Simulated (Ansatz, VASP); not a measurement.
## ZnSe (Stilleite) in two plane-wave programs

Aim: how closely do two programs agree when they are given the same cell, functional and k mesh? The cell is taken from a series of runs on this material, whose earlier steps may have relaxed, scaled, displaced or heated it; both programs get it as it stands.

Method: plane waves, with VASP 6.6.1 beside it; zone-centre phonons at LDA, in Ansatz 0.2.0.

### Step 1. The structure

It takes space group F-43m (No. 216, cubic). Conventional cell: a = 5.604 Å, b = 5.604 Å, c = 5.604 Å, α = 90.00°, β = 90.00°, γ = 90.00°. Zn has 4 Se at 2.43 Å nearest. Nearest to Se lie 4 Zn at 2.43 Å. Farther neighbours and most contacts between anions are not listed.

Coordinates:

```cif
data_structure
_symmetry_space_group_name_H-M 'P 1'
_symmetry_Int_Tables_number 1
_cell_length_a 3.9628
_cell_length_b 3.9628
_cell_length_c 3.9628
_cell_angle_alpha 60.000
_cell_angle_beta 60.000
_cell_angle_gamma 60.000
_cell_volume 44.00
loop_
_atom_site_label
_atom_site_type_symbol
_atom_site_fract_x
_atom_site_fract_y
_atom_site_fract_z
_atom_site_occupancy
Zn1 Zn 0.00000 0.00000 0.00000 1
Se2 Se 0.75000 0.75000 0.75000 1
```

### Step 2. VASP: zone-centre phonons, LDA, pair 1

Second derivatives magnify differences that forces hide, and they need a tight electronic threshold.

Lines of VASP's logs that name or quote its potential files are left out, and so is its time.

Contents of INCAR:

```
SYSTEM = ZnSe
PREC = Accurate
ENCUT = 500
EDIFF = 1E-08
NELM = 120
ISMEAR = 0
SIGMA = 0.01
LREAL = .FALSE.
ALGO = Normal
GGA = CA
NBANDS = 15
LORBIT = 11
LWAVE = .FALSE.
LCHARG = .FALSE.
ISIF = 2
IBRION = 8
LEPSILON = .TRUE.
LASPH = .TRUE.
GGA_COMPAT = .FALSE.
EFERMI = MIDGAP
KPAR = 2
```

Contents of POSCAR:

```
ZnSe
1.0
    0.0000000000      2.8021109013      2.8021109013
    2.8021109013      0.0000000000      2.8021109013
    2.8021109013      2.8021109013      0.0000000000
Zn Se
1 1
Direct
    0.0000000000      0.0000000000      0.0000000000
    0.7500000000      0.7500000000      0.7500000000
```

Contents of KPOINTS:

```
Automatic mesh
0
Gamma
12 12 12
0 0 0
```

Potentials, in the order of the species: Zn and Se (LDA family, release 64).

Started as:

```sh
$ mpirun -np 2 vasp_std
```

Numbers of over 12 decimals in the logs are rounded to 6 here.

The log of the run:

```text
[banner, memory and clock lines left out]
running    2 mpi-ranks, on    1 nodes
 distrk:  each k-point on    1 cores,    2 groups
 distr:  one band on    1 cores,    1 groups

 POSCAR found type information on POSCAR ZnSe
 POSCAR found :  2 types and       2 ions
 LDA part: xc-table for (Slater(with rela. corr.)+CA(PZ))
 , standard interpolation
 POSCAR, INCAR and KPOINTS ok, starting setup
 FFT: planning ... GRIDC
 FFT: planning ... GRID_SOFT
 FFT: planning ... GRID
 WAVECAR not read
 entering main loop
       N       E                     dE             d eps       ncg     rms          rms(c)
DAV:   1     0.850944467421E+02    0.85094E+02   -0.87923E+03  2168   0.134E+03
DAV:   2    -0.211010410841E+01   -0.87205E+02   -0.82865E+02  2370   0.257E+02
DAV:   3    -0.763223089584E+01   -0.55221E+01   -0.54955E+01  2685   0.641E+01
DAV:   4    -0.767991164689E+01   -0.47681E-01   -0.47674E-01  2475   0.632E+00
DAV:   5    -0.768015747321E+01   -0.24583E-03   -0.24582E-03  2825   0.424E-01    0.509E+00
DAV:   6    -0.740133793709E+01    0.27882E+00   -0.59071E-01  3090   0.269E+01    0.386E+00
DAV:   7    -0.737580140032E+01    0.25537E-01   -0.15954E-01  2475   0.404E+00    0.160E+00
DAV:   8    -0.737144295763E+01    0.43584E-02   -0.34694E-03  3206   0.798E-01    0.419E-01
DAV:   9    -0.737089217595E+01    0.55078E-03   -0.93415E-04  2531   0.256E-01    0.589E-02
DAV:  10    -0.737090920161E+01   -0.17026E-04   -0.10629E-04  2630   0.108E-01    0.175E-02
DAV:  11    -0.737090324537E+01    0.59562E-05   -0.13445E-05  3233   0.608E-02    0.419E-03
DAV:  12    -0.737090330792E+01   -0.62545E-07   -0.22621E-06  2594   0.109E-02    0.118E-03
DAV:  13    -0.737090332936E+01   -0.21441E-07   -0.75021E-08  2699   0.271E-03    0.494E-04
DAV:  14    -0.737090333013E+01   -0.77557E-09   -0.11542E-09  1549   0.544E-04
   1 F= -.73709033E+01 E0= -.73709033E+01  d E =0.000000E+00
 Linear response reoptimize wavefunctions to high precision
DAV:   1    -0.737090332940E+01    0.72828E-09   -0.14370E-09  2025   0.704E-04
DAV:   2    -0.737090332942E+01   -0.17735E-10   -0.49232E-10  1311   0.161E-04
 Linear response G [H, r] |phi>, progress :
  Direction:   1
       N       E                     dE             d eps       ncg     rms
RMM:   1    -0.526320918641E+02   -0.52632E+02    0.16946E+02  3562   0.688E+01
RMM:   2    -0.546982865806E+02   -0.20662E+01   -0.97427E+00  3687   0.233E+01
RMM:   3    -0.548431952368E+02   -0.14491E+00   -0.39077E-01  3852   0.490E+00
RMM:   4    -0.548542526129E+02   -0.11057E-01   -0.19203E-02  4054   0.972E-01
RMM:   5    -0.548547588605E+02   -0.50625E-03    0.63288E-05  4130   0.252E-01
RMM:   6    -0.548549357456E+02   -0.17689E-03    0.67587E-04  4206   0.702E-02
RMM:   7    -0.548549936237E+02   -0.57878E-04    0.32613E-04  4203   0.228E-02
RMM:   8    -0.548550148687E+02   -0.21245E-04    0.18887E-04  3716   0.845E-03
RMM:   9    -0.548550238074E+02   -0.89387E-05    0.10144E-04  3344   0.371E-03
RMM:  10    -0.548550272695E+02   -0.34622E-05   -0.10633E-04  3122   0.214E-03
RMM:  11    -0.548550284479E+02   -0.11784E-05    0.13238E-05  2791   0.158E-03
RMM:  12    -0.548550281347E+02    0.31328E-06   -0.76464E-05  2514   0.138E-03
RMM:  13    -0.548550290273E+02   -0.89262E-06    0.71652E-05  2291   0.134E-03
RMM:  14    -0.548550291263E+02   -0.99039E-07   -0.59727E-05  2119   0.131E-03
RMM:  15    -0.548550291288E+02   -0.24640E-08    0.79438E-05  2002   0.131E-03
 Linear response G [H, r] |phi>, progress :
  Direction:   2
       N       E                     dE             d eps       ncg     rms
RMM:   1    -0.540049035457E+02   -0.54005E+02    0.13620E+02  3546   0.670E+01
RMM:   2    -0.570259196363E+02   -0.30210E+01   -0.87586E+00  3644   0.218E+01
RMM:   3    -0.571257918931E+02   -0.99872E-01   -0.31427E-01  3831   0.444E+00
RMM:   4    -0.571339727768E+02   -0.81809E-02   -0.16765E-02  4057   0.902E-01
RMM:   5    -0.571344517590E+02   -0.47898E-03    0.11674E-04  4077   0.234E-01
RMM:   6    -0.571346124530E+02   -0.16069E-03    0.70942E-04  4199   0.663E-02
RMM:   7    -0.571346722637E+02   -0.59811E-04    0.32258E-04  4163   0.219E-02
RMM:   8    -0.571346949175E+02   -0.22654E-04    0.13490E-04  3698   0.813E-03
RMM:   9    -0.571347029294E+02   -0.80118E-05    0.21876E-04  3310   0.359E-03
RMM:  10    -0.571347059255E+02   -0.29961E-05    0.24393E-04  3081   0.202E-03
RMM:  11    -0.571347076504E+02   -0.17249E-05    0.23109E-04  2715   0.146E-03
RMM:  12    -0.571347077059E+02   -0.55500E-07    0.26698E-04  2443   0.130E-03
RMM:  13    -0.571347076150E+02    0.90869E-07    0.22214E-04  2271   0.122E-03
RMM:  14    -0.571347076513E+02   -0.36282E-07    0.25636E-04  2118   0.121E-03
RMM:  15    -0.571347083114E+02   -0.66017E-06    0.17793E-04  2001   0.120E-03
 Linear response G [H, r] |phi>, progress :
  Direction:   3
       N       E                     dE             d eps       ncg     rms
 LRF_COMMUTATOR internal error: the vector H(1)-e(1) S(1) |phi(0)> is not orthog
[...]
N       E                     dE             d eps       ncg     rms          rms(c)
RMM:   1    -0.919009466584E+00   -0.91901E+00   -0.38413E+00  3071   0.380E+00
RMM:   2    -0.995861325140E+00   -0.76852E-01   -0.14795E-02  3777   0.722E-01
RMM:   3    -0.996243126279E+00   -0.38180E-03   -0.63172E-04  3808   0.120E-01
[...]
RMM:   5    -0.847915464647E+00   -0.78318E-02   -0.11914E-03 14790   0.187E-01    0.290E-02
RMM:   6    -0.848717194295E+00   -0.80173E-03   -0.71534E-05 14175   0.455E-02    0.153E-02
RMM:   7    -0.848967911023E+00   -0.25072E-03   -0.47601E-06 14999   0.132E-02    0.127E-03
RMM:   8    -0.848982475778E+00   -0.14565E-04   -0.27259E-06 14632   0.265E-03    0.877E-04
RMM:   9    -0.848980440252E+00    0.20355E-05   -0.52567E-07 15466   0.913E-04    0.846E-05
RMM:  10    -0.848982528966E+00   -0.20887E-05   -0.24083E-07 12306   0.246E-04    0.385E-05
RMM:  11    -0.848983154432E+00   -0.62547E-06   -0.54475E-08 11068   0.119E-04    0.107E-05
RMM:  12    -0.848983003754E+00    0.15068E-06   -0.98560E-09  5965   0.599E-05    0.423E-06
 change of polarisation eV/A/(eV/A) component  1 :     1.606     0.364     0.205
 dielectric tensor                  component  1 :     7.605     1.499     0.842
 Linear response to external field, progress :
  Direction:   2
       N       E                     dE             d eps       ncg     rms          rms(c)
RMM:   1    -0.794693686231E+00   -0.79469E+00   -0.32821E+00 11698   0.362E+00
RMM:   2    -0.866260891013E+00   -0.71567E-01   -0.14368E-02 14730   0.698E-01    0.140E+00
RMM:   3    -0.826187751623E+00    0.40073E-01   -0.24794E-02 14277   0.858E-01    0.751E-01
RMM:   4    -0.840067885445E+00   -0.13880E-01   -0.28079E-02 14801   0.881E-01    0.141E-01
RMM:   5    -0.847898211860E+00   -0.78303E-02   -0.11435E-03 14784   0.187E-01    0.290E-02
RMM:   6    -0.848704182155E+00   -0.80597E-03   -0.52646E-05 14173   0.457E-02    0.154E-02
RMM:   7    -0.848955270570E+00   -0.25109E-03   -0.61327E-07 14992   0.132E-02    0.127E-03
RMM:   8    -0.848970376360E+00   -0.15106E-04   -0.11648E-06 14618   0.266E-03    0.877E-04
RMM:   9    -0.848968473759E+00    0.19026E-05   -0.18826E-07 15476   0.920E-04    0.846E-05
RMM:  10    -0.848970590974E+00   -0.21172E-05   -0.13375E-07 12331   0.248E-04    0.385E-05
RMM:  11    -0.848971196945E+00   -0.60597E-06    0.73032E-10 11117   0.120E-04    0.104E-05
RMM:  12    -0.848971068941E+00    0.12800E-06   -0.18291E-08  5960   0.595E-05    0.410E-06
 change of polarisation eV/A/(eV/A) component  2 :     0.317     1.606     0.182
 dielectric tensor                  component  2 :     1.303     7.605     0.747
 Linear response to external field, progress :
  Direction:   3
       N       E                     dE             d eps       ncg     rms          rms(c)
RMM:   1    -0.794752390692E+00   -0.79475E+00   -0.32827E+00 11698   0.362E+00
RMM:   2    -0.866227596502E+00   -0.71475E-01   -0.14213E-02 14728   0.698E-01    0.140E+00
RMM:   3    -0.826185898498E+00    0.40042E-01   -0.24843E-02 14280   0.858E-01    0.751E-01
RMM:   4    -0.840071586230E+00   -0.13886E-01   -0.28085E-02 14806   0.881E-01    0.141E-01
RMM:   5    -0.847910472345E+00   -0.78389E-02   -0.11434E-03 14788   0.187E-01    0.291E-02
RMM:   6    -0.848714598046E+00   -0.80413E-03   -0.52040E-05 14169   0.454E-02    0.153E-02
RMM:   7    -0.848967473867E+00   -0.25288E-03   -0.60212E-07 15003   0.131E-02    0.126E-03
RMM:   8    -0.848982127511E+00   -0.14654E-04   -0.12567E-06 14623   0.263E-03    0.876E-04
RMM:   9    -0.848980237232E+00    0.18903E-05   -0.19921E-07 15450   0.912E-04    0.858E-05
RMM:  10    -0.848982358474E+00   -0.21212E-05   -0.14862E-07 12341   0.247E-04    0.384E-05
RMM:  11    -0.848982959195E+00   -0.60072E-06   -0.24579E-08 11071   0.120E-04    0.106E-05
RMM:  12    -0.848982814485E+00    0.14471E-06    0.13843E-08  5957   0.600E-05    0.414E-06
 change of polarisation eV/A/(eV/A) component  3 :     0.260     0.309     1.606
 dielectric tensor                  component  3 :     1.071     1.269     7.605
 Linear response DOF=           2
 Linear response progress:
  Degree of freedom:   1/  2
       N       E                     dE             d eps       ncg     rms          rms(c)
RMM:   1    -0.212910384875E+00   -0.21291E+00   -0.10676E-02 11748   0.204E+00
RMM:   2    -0.211166733947E+00    0.17437E-02   -0.24391E-03 13374   0.374E-01    0.870E-02
RMM:   3    -0.210919244706E+00    0.24749E-03   -0.40099E-05 15124   0.467E-02    0.523E-02
RMM:   4    -0.210613041836E+00    0.30620E-03   -0.17558E-05 15565   0.280E-02    0.268E-03
RMM:   5    -0.210630707259E+00   -0.17665E-04   -0.10469E-06 16119   0.538E-03    0.690E-04
RMM:   6    -0.210628225110E+00    0.24821E-05    0.71949E-08 16369   0.102E-03    0.338E-04
RMM:   7    -0.210627966740E+00    0.25837E-06   -0.59504E-09 16076   0.331E-04    0.338E-05
RMM:   8    -0.210627659279E+00    0.30746E-06    0.13375E-08 16254   0.125E-04    0.118E-05
RMM:   9    -0.210627672225E+00   -0.12946E-07   -0.33265E-09 16765   0.606E-05    0.420E-06
RMM:  10    -0.210627671171E+00    0.10539E-08   -0.38757E-09 14946   0.378E-05    0.189E-06
 first order change of Fermi-energy   0.19755E+00
 force on displaced ion       1 direction 1 :  -5.898  -0.000  -0.000
 Born effective charge ion    1 direction 1 :   1.999   0.000   0.000
 Linear response progress:
  Degree of freedom:   2/  2
       N       E                     dE             d eps       ncg     rms          rms(c)
RMM:   1    -0.825721296667E-01   -0.82572E-01    0.10477E-01 20179   0.174E+00
RMM:   2    -0.820202405616E-01    0.55189E-03   -0.31586E-03 13293   0.493E-01    0.118E-01
RMM:   3    -0.821812111975E-01   -0.16097E-03   -0.16856E-04 14748   0.101E-01    0.648E-02
RMM:   4    -0.824643785939E-01   -0.28317E-03   -0.49180E-05 14939   0.447E-02    0.801E-03
RMM:   5    -0.824696659099E-01   -0.52873E-05   -0.33701E-06 15085   0.855E-03    0.384E-03
RMM:   6    -0.824608027219E-01    0.88632E-05   -0.37095E-07 14960   0.223E-03    0.160E-03
RMM:   7    -0.824568492516E-01    0.39535E-05   -0.22961E-08 15133   0.860E-04    0.304E-04
RMM:   8    -0.824587783600E-01   -0.19291E-05   -0.20019E-09 15622   0.287E-04    0.410E-05
RMM:   9    -0.824589338945E-01   -0.15553E-06   -0.89920E-09 15477   0.966E-05    0.120E-05
RMM:  10    -0.824588285568E-01    0.10534E-06    0.33620E-09 15670   0.312E-05    0.422E-06
RMM:  11    -0.824588430170E-01   -0.14460E-07    0.10685E-09 13947   0.176E-05    0.192E-06
RMM:  12    -0.824588477712E-01   -0.47542E-08    0.67444E-10  8570   0.132E-05    0.223E-07
 first order change of Fermi-energy  -0.19734E+00
 force on displaced ion       2 direction 1 :  -5.958   0.000   0.000
 Born effective charge ion    2 direction 1 :  -2.004   0.000   0.000
 Born effective charges drift removed
 Linear response finished
```

Parts of OUTCAR (step 2):

```text
ion  position               nearest neighbor table
   1  0.000  0.000  0.000-   2 2.43   2 2.43   2 2.43   2 2.43
   2  0.750  0.750  0.750-   1 2.43   1 2.43   1 2.43   1 2.43

  LATTYP: Found a face centered cubic cell.
 ALAT       =     5.6042218026

 Subroutine GETGRP returns: Found 24 space group operations
 (whereof 24 operations were pure point group operations)

The static configuration has the point symmetry T_d .

 Found     72 irreducible k-points:

   k-points           NKPTS =     72   k-points in BZ     NKDIM =     72   number of bands    NBANDS=     15

   dimension x,y,z NGX =    30 NGY =   30 NGZ =   30
   dimension x,y,z NGXF=    60 NGYF=   60 NGZF=   60

   ENCUT  =  500.0 eV  36.75 Ry    6.06 a.u.   7.23  7.23  7.23*2*pi/ulx,y,z

   NELECT =      18.0000    total number of electrons

 k-points in reciprocal lattice and weights: Automatic mesh
   0.00000000  0.00000000  0.00000000       0.001
   0.08333333  0.00000000  0.00000000       0.005
   0.16666667  0.00000000  0.00000000       0.005
   0.25000000  0.00000000  0.00000000       0.005
   0.33333333  0.00000000  0.00000000       0.005
   0.41666667  0.00000000  0.00000000       0.005
   0.50000000  0.00000000  0.00000000       0.002
   0.08333333  0.08333333  0.00000000       0.003
   0.16666667  0.08333333  0.00000000       0.014
[...]
-0.33333333  0.50000000  0.16666667       0.007
  -0.25000000  0.50000000  0.25000000       0.003

 average (electrostatic) potential at core
       1 -37.9853       2 -61.9484

  Total       -0.2772832     -0.2772832     -0.2772832      0.0000000      0.0000000      0.0000000
  in kB      -10.0959728    -10.0959728    -10.0959728      0.0000000      0.0000000      0.0000000
  external PRESSURE =     -10.0959728 kB  Pullay stress =       0.0000000 kB

  energy-cutoff  :      500.00
  volume of cell :       44.00
      direct lattice vectors                 reciprocal lattice vectors
     0.000000000  2.802110901  2.802110901    -0.178436906  0.178436906  0.178436906
     2.802110901  0.000000000  2.802110901     0.178436906 -0.178436906  0.178436906
     2.802110901  2.802110901  0.000000000     0.178436906  0.178436906 -0.178436906

 POSITION                                       TOTAL-FORCE (eV/Angst)
 -----------------------------------------------------------------------------------
      0.00000      0.00000      0.00000         0.000000     -0.000000      0.000000
      4.20317      4.20317      4.20317        -0.000000      0.000000     -0.000000
 -----------------------------------------------------------------------------------
    total drift:                                0.000000      0.000000     -0.000000

 MACROSCOPIC STATIC DIELECTRIC TENSOR (including local field effects in DFT)
 ------------------------------------------------------
           7.605164    -0.000000    -0.000000
           0.000000     7.605164    -0.000000
          -0.000000     0.000000     7.605164
 ------------------------------------------------------

 PIEZOELECTRIC TENSOR (including local field effects)  for field in x, y, z        (C/m^2)
          XX          YY          ZZ          XY          YZ          ZX
  --------------------------------------------------------------------------------
  x     0.00000     0.00000     0.00000     0.00000     0.69373     0.00000
  y     0.00000     0.00000     0.00000     0.00000     0.00000     0.69373
  z     0.00000     0.00000     0.00000     0.69373     0.00000     0.00000

 BORN EFFECTIVE CHARGES (including local field effects) (in |e|, cummulative output)
 ---------------------------------------------------------------------------------
 ion    1
    1     2.00204     0.00000     0.00000
    2     0.00000     2.00204    -0.00000
    3     0.00000    -0.00000     2.00204
 ion    2
    1    -2.00204     0.00000    -0.00000
    2     0.00000    -2.00204     0.00000
    3    -0.00000     0.00000    -2.00204

 Eigenvectors and eigenvalues of the dynamical matrix
 ----------------------------------------------------

   1 f  =    6.362880 THz    39.979153 2PiTHz  212.242824 cm-1    26.314744 meV
             X         Y         Z           dx          dy          dz
      0.000000  0.000000  0.000000     0.000000    0.737897    0.000000
      4.203166  4.203166  4.203166     0.000000   -0.674913    0.000000

   2 f  =    6.362880 THz    39.979153 2PiTHz  212.242824 cm-1    26.314744 meV
             X         Y         Z           dx          dy          dz
      0.000000  0.000000  0.000000     0.737897    0.000000    0.000000
      4.203166  4.203166  4.203166    -0.674913    0.000000    0.000000

   3 f  =    6.362880 THz    39.979153 2PiTHz  212.242824 cm-1    26.314744 meV
             X         Y         Z           dx          dy          dz
      0.000000  0.000000  0.000000     0.000000    0.000000    0.737897
      4.203166  4.203166  4.203166     0.000000    0.000000   -0.674913

   4 f/i=    0.016051 THz     0.100850 2PiTHz    0.535398 cm-1     0.066381 meV
             X         Y         Z           dx          dy          dz
      0.000000  0.000000  0.000000    -0.674913    0.000000    0.000000
      4.203166  4.203166  4.203166    -0.737897    0.000000    0.000000

   5 f/i=    0.016051 THz     0.100850 2PiTHz    0.535398 cm-1     0.066381 meV
             X         Y         Z           dx          dy          dz
      0.000000  0.000000  0.000000     0.000000   -0.674913    0.000000
      4.203166  4.203166  4.203166     0.000000   -0.737897    0.000000

   6 f/i=    0.016051 THz     0.100850 2PiTHz    0.535398 cm-1     0.066381 meV
             X         Y         Z           dx          dy          dz
      0.000000  0.000000  0.000000     0.000000    0.000000   -0.674913
      4.203166  4.203166  4.203166     0.000000    0.000000   -0.737897

 MACROSCOPIC STATIC DIELECTRIC TENSOR IONIC CONTRIBUTION
 ------------------------------------------------------
           2.780398    -0.000000     0.000000
          -0.000000     2.780398    -0.000000
           0.000000    -0.000000     2.780398
 ------------------------------------------------------

 ELASTIC MODULI CONTR FROM IONIC RELAXATION (kBar)
 Direction    XX          YY          ZZ          XY          YZ          ZX
 --------------------------------------------------------------------------------
 XX          -0.0000      0.0000      0.0000      0.0000      0.0000      0.0000
 YY           0.0000     -0.0000      0.0000      0.0000      0.0000      0.0000
 ZZ           0.0000      0.0000     -0.0000      0.0000      0.0000      0.0000
 XY           0.0000      0.0000      0.0000   -189.1948      0.0000      0.0000
 YZ           0.0000      0.0000      0.0000      0.0000   -189.1948      0.0000
 ZX           0.0000      0.0000      0.0000      0.0000      0.0000   -189.1948
 --------------------------------------------------------------------------------

 PIEZOELECTRIC TENSOR IONIC CONTR  for field in x, y, z        (C/m^2)
          XX          YY          ZZ          XY          YZ          ZX
  --------------------------------------------------------------------------------
  x     0.00000     0.00000     0.00000    -0.00000    -0.68246     0.00000
  y     0.00000     0.00000    -0.00000     0.00000     0.00000    -0.68246
  z     0.00000    -0.00000     0.00000    -0.68246    -0.00000     0.00000
```

[end of part 1 of 2]

[Lines on the potential files, build, host, timing and source positions are cut from VASP's logs without a mark.]

[Logs are printed without paths, hosts, clocks, repeated set-up lines and the standing remarks that a program may print on its own settings, such as how far it seeks lower states.]

[Hosts, paths, dates, database ids (printed as entryN), source tags and the programs' standing remarks are cut or masked in the printed files.]
